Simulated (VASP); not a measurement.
Output of a VASP run:

File OSZICAR:
```
       N       E                     dE             d eps       ncg     rms          rms(c)
DAV:   1    -0.274147886440E+02   -0.27415E+02   -0.87612E+03  3024   0.132E+03
DAV:   2    -0.847130287657E+02   -0.57298E+02   -0.53550E+02  3792   0.248E+02
DAV:   3    -0.865247261181E+02   -0.18117E+01   -0.17625E+01  3944   0.332E+01
DAV:   4    -0.865402190160E+02   -0.15493E-01   -0.15653E-01  3632   0.339E+00
DAV:   5    -0.865403741885E+02   -0.15517E-03   -0.16121E-03  3912   0.281E-01    0.585E+01
DAV:   6    -0.807505548095E+02    0.57898E+01   -0.52264E+00  3700   0.189E+01    0.413E+01
DAV:   7    -0.808210635101E+02   -0.70509E-01   -0.13568E+00  3844   0.123E+01    0.422E+00
DAV:   8    -0.803735452212E+02    0.44752E+00   -0.65573E-01  3468   0.888E+00    0.674E+00
DAV:   9    -0.805483264734E+02   -0.17478E+00   -0.66825E-01  3528   0.905E+00    0.822E+00
DAV:  10    -0.807770634634E+02   -0.22874E+00   -0.28502E-01  3136   0.785E+00    0.173E+00
DAV:  11    -0.807895940634E+02   -0.12531E-01   -0.21721E-02  3712   0.176E+00    0.641E-01
DAV:  12    -0.807900466563E+02   -0.45259E-03   -0.43022E-04  3644   0.271E-01    0.626E-01
DAV:  13    -0.807927115915E+02   -0.26649E-02   -0.13254E-02  3124   0.149E+00    0.509E-01
DAV:  14    -0.807917167038E+02    0.99489E-03   -0.47924E-03  3120   0.843E-01    0.554E-02
DAV:  15    -0.807919317894E+02   -0.21509E-03   -0.74761E-04  3284   0.322E-01    0.103E-01
DAV:  16    -0.807917355374E+02    0.19625E-03   -0.21782E-04  3172   0.171E-01    0.120E-01
DAV:  17    -0.807917504610E+02   -0.14924E-04   -0.39499E-04  3196   0.291E-01    0.427E-02
DAV:  18    -0.807917490193E+02    0.14417E-05   -0.55700E-05  3332   0.109E-01    0.268E-02
DAV:  19    -0.807917462423E+02    0.27771E-05   -0.58962E-05  3108   0.106E-01    0.206E-02
DAV:  20    -0.807917442715E+02    0.19708E-05   -0.14190E-05  3228   0.545E-02    0.799E-03
DAV:  21    -0.807917477591E+02   -0.34877E-05   -0.48666E-06  3240   0.295E-02    0.240E-03
DAV:  22    -0.807917473892E+02    0.36996E-06   -0.98675E-07  3356   0.151E-02    0.215E-03
DAV:  23    -0.807917470214E+02    0.36774E-06   -0.10967E-07  2756   0.504E-03    0.673E-04
DAV:  24    -0.807917469130E+02    0.10846E-06   -0.11186E-07  2444   0.448E-03    0.121E-03
DAV:  25    -0.807917464983E+02    0.41463E-06   -0.14235E-07  2916   0.517E-03    0.625E-04
DAV:  26    -0.807917465608E+02   -0.62402E-07   -0.55675E-09  1664   0.106E-03
   1 F= -.80791747E+02 E0= -.80791747E+02  d E =0.000000E+00
       N       E                     dE             ncg
```

**OUTCAR**
```
------------------------ aborting loop because EDIFF is reached ----------------------------------------
  FORCE on cell =-STRESS in cart. coord.  units (eV):
  Direction    XX          YY          ZZ          XY          YZ          ZX
  --------------------------------------------------------------------------------------
  Total       -0.0110888     -0.0110888     -0.1117070      0.0000000      0.0000000      0.0000000
  in kB       -0.6073818     -0.6073819     -6.1186538      0.0000000      0.0000000      0.0000000
  external PRESSURE =      -2.4444725 kB  Pullay stress =       0.0000000 kB
  volume of cell :       29.25
      direct lattice vectors                 reciprocal lattice vectors
     1.559097572 -2.700436436  0.000000000     0.320698338 -0.185155256  0.000000000
     1.559097572  2.700436436  0.000000000     0.320698338  0.185155256  0.000000000
     0.000000000  0.000000000  3.473744655     0.000000000  0.000000000  0.287873779
 POSITION                                       TOTAL-FORCE (eV/Angst)
 -----------------------------------------------------------------------------------
      0.00000      0.00000      0.00000        -0.000000     -0.000000     -0.000000
      1.55910      0.90015      1.73687         0.000000     -0.000000     -0.000000
      1.55910     -0.90015      1.73687         0.000000      0.000000      0.000000
 -----------------------------------------------------------------------------------
    total drift:                                0.000000     -0.000000      0.000000
  FREE ENERGIE OF THE ION-ELECTRON SYSTEM (eV)
  ---------------------------------------------------
  free  energy   TOTEN  =       -80.7917465608 eV

  energy  without entropy=      -80.7917465608  energy(sigma->0) =      -80.79174656

 total charge

# of ion       s       p       d       tot
------------------------------------------
    1        0.275   6.615   1.871   8.760
    2        0.676   1.286   0.000   1.963
    3        0.676   1.286   0.000   1.963
--------------------------------------------------
tot          1.628   9.187   1.871  12.686
```
(Selected blocks of OUTCAR.)

**POSCAR**
```
HfB2
1
    1.5590975719    -2.7004364360    -0.0000000000
    1.5590975719     2.7004364360     0.0000000000
    0.0000000000     0.0000000000     3.4737446554
Hf B
1 2
Direct
  0.0000000000   0.0000000000   0.0000000000
  0.3333330000   0.6666670000   0.5000000000
  0.6666670000   0.3333330000   0.5000000000
```

Task: Reconstruct the remaining input files.

Result: One answer among several that fit: the input of the run itself, SCAN meta-GGA, plane waves, VASP's PBE PAW potentials (set 64).

KPOINTS:
```
Automatic mesh
0
Gamma
13 13 10
0 0 0
```

INCAR:
```
SYSTEM = HfB2
PREC = Accurate
ENCUT = 520
EDIFF = 1E-7
NELM = 100
ALGO = Normal
LREAL = .FALSE.
LASPH = .TRUE.
ISMEAR = -5
METAGGA = SCAN
LMIXTAU = .TRUE.
LMAXMIX = 6
LWAVE = .FALSE.
LCHARG = .FALSE.
LORBIT = 11
NEDOS = 601
ISIF = 2
LEFG = .TRUE.
```

KPOINTS_OPT:
```
k-points along high-symmetry lines
6
Line-mode
Reciprocal
  0.000000   0.000000   0.000000 ! GAMMA
 -0.000000   0.500000   0.000000 ! M

 -0.000000   0.500000   0.000000 ! M
 -0.333333   0.666667   0.000000 ! K

 -0.333333   0.666667   0.000000 ! K
  0.000000   0.000000   0.000000 ! GAMMA

  0.000000   0.000000   0.000000 ! GAMMA
  0.000000   0.000000   0.500000 ! A

  0.000000   0.000000   0.500000 ! A
 -0.000000   0.500000   0.500000 ! L

 -0.000000   0.500000   0.500000 ! L
 -0.333333   0.666667   0.500000 ! H

 -0.333333   0.666667   0.500000 ! H
  0.000000   0.000000   0.500000 ! A

 -0.000000   0.500000   0.500000 ! L
 -0.000000   0.500000   0.000000 ! M

 -0.333333   0.666667   0.500000 ! H
 -0.333333   0.666667   0.000000 ! K
```

POTCAR, in this order: Hf_pv B (PBE.64 set). Program: vasp_std.

For a metal the tetrahedron method with Blöchl corrections gives inexact stress and forces.

The compound is HfB2 in the AlB2 type structure. It was relaxed first.
